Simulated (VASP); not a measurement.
Calculation: PBE GGA, VASP's PBE PAW potentials (set 64) (plane waves; VASP). For the first row: Run with 520 eV cut-off, 4×4×4 Γ-centred mesh, Gaussian smearing of 0.050 eV, potentials Cs_sv Pb_d Br.

```json
[
 {"system": "CsPbBr$_{3}$ (cubic perovskite)", "energy (eV/atom)": "-3.1747"},
 {"system": "Cs atom", "energy (eV/atom)": "-0.1574"},
 {"system": "Pb atom", "energy (eV/atom)": "-0.6147"},
 {"system": "Br atom", "energy (eV/atom)": "-0.2697"}
]
```

Atoms are spin-polarised in a large box without symmetry, with the spin fixed by Hund's rule, and may not be in the lowest state of each functional; no zero-point energy is added.  Spin-orbit coupling is left out, which shifts such energies by up to tenths of an eV for the heavy elements here.

### Question
What is the cohesive energy per atom of CsPbBr3?

### Answer
The references average (1×(-0.1574) + 1×(-0.6147) + 3×(-0.2697))/5 = -0.3162 eV, so the cohesive energy is -0.3162 − (-3.1747) = 2.858 eV/atom.
